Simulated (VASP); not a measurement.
Here is the system:

```xyz
2
Lattice="1.4585 -2.5262 0.0000 1.4585 2.5262 0.0000 0.0000 0.0000 2.8400" Properties=species:S:1:pos:R:3 pbc="T T T"
W      0.0000     0.0000     0.0000
C      1.4585     0.8421     1.4200
```

Computed with r2SCAN meta-GGA, VASP's PBE PAW potentials (set 64) (plane waves; VASP). Run with 600 eV cut-off, 14×14×12 Γ-centred mesh, first-order Methfessel-Paxton smearing of 0.10 eV, potentials W_sv C.

Each row applies one change to this cell, which was relaxed at other settings and keeps the small stress of the first row; at a fixed cut-off the stress holds a Pulay part, so it need not integrate to ΔE exactly. Stress is in GPa, positive when the cell is compressed.

| change | ΔE (meV/atom) | σxx | σyy | σzz | largest shear component, with its sign (GPa) | largest force (eV/Å) |
|---|---|---|---|---|---|---|
| none | 0.0 | -0.24 | -0.24 | 0.29 | 0.00 | 0.000 |
| isotropic strain of -3.0 % | 119.2 | 42.35 | 42.35 | 49.62 | 0.00 | 0.000 |
| isotropic strain of -1.5 % | 28.7 | 18.93 | 18.93 | 22.72 | 0.00 | 0.000 |
| atom 1 (W) moved by -0.200 Å along y | ? | ? | ? | ? | ? | ? |
| isotropic strain of +2.0 % | ? | ? | ? | ? | ? | ? |
| uniaxial strain of +3.0 % along x | 20.1 | -20.06 | -7.08 | -4.55 | 0.00 | 0.122 |
| atom 1 (W) moved by 0.100 Å along z | 34.0 | 1.52 | 1.52 | 3.63 | 0.00 | 1.376 |
| atom 1 (W) moved by 0.075 Å along z | 19.0 | 0.75 | 0.75 | 2.17 | 0.00 | 1.017 |

Some entries are withheld; supply them.

- atom 1 (W) moved by -0.200 Å along y, ΔE (meV/atom): 168.4
- atom 1 (W) moved by -0.200 Å along y, σxx: -2.63
- atom 1 (W) moved by -0.200 Å along y, σyy: 11.72
- atom 1 (W) moved by -0.200 Å along y, σzz: 11.06
- atom 1 (W) moved by -0.200 Å along y, largest shear component, with its sign (GPa): 0.00
- atom 1 (W) moved by -0.200 Å along y, largest force (eV/Å): 3.440
- isotropic strain of +2.0 %, ΔE (meV/atom): 44.2
- isotropic strain of +2.0 %, σxx: -20.29
- isotropic strain of +2.0 %, σyy: -20.29
- isotropic strain of +2.0 %, σzz: -23.31
- isotropic strain of +2.0 %, largest shear component, with its sign (GPa): 0.00
- isotropic strain of +2.0 %, largest force (eV/Å): 0.000

Failed runs are left out, and for metals the shear rows, which the mesh's noise covers.

The compound is WC in the wc structure.
